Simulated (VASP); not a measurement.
A cell of Pr (space group P6_3/mmc) near equilibrium:

```
CELL_PARAMETERS angstrom
      3.65406     0.00000     0.00000
     -1.82703     3.16451     0.00000
      0.00000     0.00000    11.78817
ATOMIC_POSITIONS crystal
  Pr 0.00000 0.00000 0.00000
  Pr 0.00000 0.00000 0.50000
  Pr 0.33333 0.66667 0.25000
  Pr 0.66667 0.33333 0.75000
```

Method: PBEsol GGA, VASP's PBE PAW potentials (set 64) (plane waves; VASP).

The 4f electrons are frozen in the core of the lanthanide potential, so 4f levels, which can set the real gap, and their magnetism are missing.

```
run               ΔE (meV/atom)    σxx    σyy    σzz  largest shear component, with its sign (GPa)  largest force (eV/Å)
----------------  -------------  -----  -----  -----  --------------------------------------------  --------------------
as it is                    0.0   0.16   0.16  -0.26                                          0.00                 0.000
after one change            6.1  -1.55  -1.55  -0.79                                          0.00                 0.000
```
Stress is in GPa, positive when the cell is compressed.

Problem. What was changed between the two runs?
A. atom 4 (Pr) moved by -0.075 Å along z
B. biaxial strain of +2.0 % in the xy plane
C. atom 2 (Pr) moved by -0.050 Å along y
D. biaxial strain of -3.0 % in the xy plane

Solution. B, biaxial strain of +2.0 % in the xy plane

The structure comes from a computed database's Pr entry (P6_3/mmc); how it stands against other phases isn't given here.
